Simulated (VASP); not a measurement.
Here is the system:

```yaml
crystal:
  lattice:
    - [0.00000, 3.18888, 3.26420]
    - [3.16833, 0.00000, 3.26420]
    - [3.16833, 3.18888, 0.00000]
  atoms:
    - { symbol: Hg, position: [0.00000, 0.00000, 0.00000] }
    - { symbol: Te, position: [0.24161, 0.25839, 0.25839] }
```

Method: PBE GGA, VASP's PBE PAW potentials (set 64) (plane waves; VASP 6.6.1). Numerical set-up: 520 eV cut-off, 7×7×7 Γ-centred mesh, Gaussian smearing of 0.050 eV, potentials Hg Te.

Task: Which forces act on the atoms, in eV/Å?

Result: 
| atom | Fx | Fy | Fz |
|---|---|---|---|
| Hg1 | 0.231 | 0.000 | 0.000 |
| Te2 | -0.231 | 0.000 | 0.000 |

Task: Give the stress tensor in GPa (positive for a compressed cell).

Result: 
```
 5.17   0.00   0.00
 0.00   5.18  -0.93
 0.00  -0.93   4.90
```
The pressure is its mean diagonal, 5.08 GPa.

The compound is HgTe in the zinc blende structure. The cell was not relaxed at this level, atoms are displaced from their ideal sites. The run is one of a series of settings (ENCUT = 520 against the base run), some of them coarse on purpose.
